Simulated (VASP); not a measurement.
```yaml
crystal:
  lattice:
    - [4.96491, 0.00000, 0.00000]
    - [0.00000, 4.96491, 0.00000]
    - [0.00000, 0.00000, 4.96491]
  atoms:
    - { symbol: K, position: [0.00000, 0.00000, 0.00000] }
    - { symbol: Pb, position: [0.00000, 0.50000, 0.50000] }
    - { symbol: Pb, position: [0.50000, 0.00000, 0.50000] }
    - { symbol: Pb, position: [0.50000, 0.50000, 0.00000] }
```

Method: PBEsol GGA, VASP's PBE PAW potentials (set 64) (plane waves; VASP). Numerical set-up: 400 eV cut-off, Gaussian smearing of 0.050 eV, potentials K_sv Pb_d.

Unless said otherwise, spin-orbit coupling is left out, though it shifts the bands of the heavy elements here.

Problem. Predict the band gap (along the path) with the smallest direct gap where there is one.

Solution. 
```json
{
 "band gap (along the path)": "none (metal, semimetal or under 0.01 eV)"
}
```

Only differences to runs with the same potentials and settings are physical.

The structure comes from a computed database's KPb3 entry (Pm-3m); how it stands against other phases isn't given here. It was relaxed first, which changed the volume by -8 %. The electron count is odd and the run is not spin-polarised, which forces a metal.
